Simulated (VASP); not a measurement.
Input:

```
MoSi2
1.0
   -1.60500     1.60500     3.92500
    1.60500    -1.60500     3.92500
    1.60500     1.60500    -3.92500
Si Mo
2 1
Direct
  0.66500   0.66500   0.00000
  0.33500   0.33500   0.00000
  0.00000   0.00000   0.00000
```

Level of theory: PBEsol GGA, VASP's PBE PAW potentials (set 64) (plane waves; VASP 6.6.1). Numerical set-up: 300 eV cut-off, 7×7×8 Γ-centred mesh, Gaussian smearing of 0.10 eV, potentials Si Mo_sv.

At this cut-off the stress carries a Pulay error, which pulls relaxed volumes low.

Task: What does the run give for the energy per atom (σ→0), pressure, largest force, band gap (on the k-mesh) with the smallest direct gap where there is one?

Result: 
* **band gap (on the k-mesh)**: none (metal, semimetal or under 0.01 eV)
* **energy per atom (σ→0)**: -8.355 eV/atom
* **pressure**: -3.34 GPa
* **largest force**: 0.00250 Ry/bohr

The structure is a typed MoSi2 crystal. The cell was not relaxed at this level. The k-mesh is coarse (spacing up to 0.35 per Å, 2π included), so the numbers may not be converged in it.
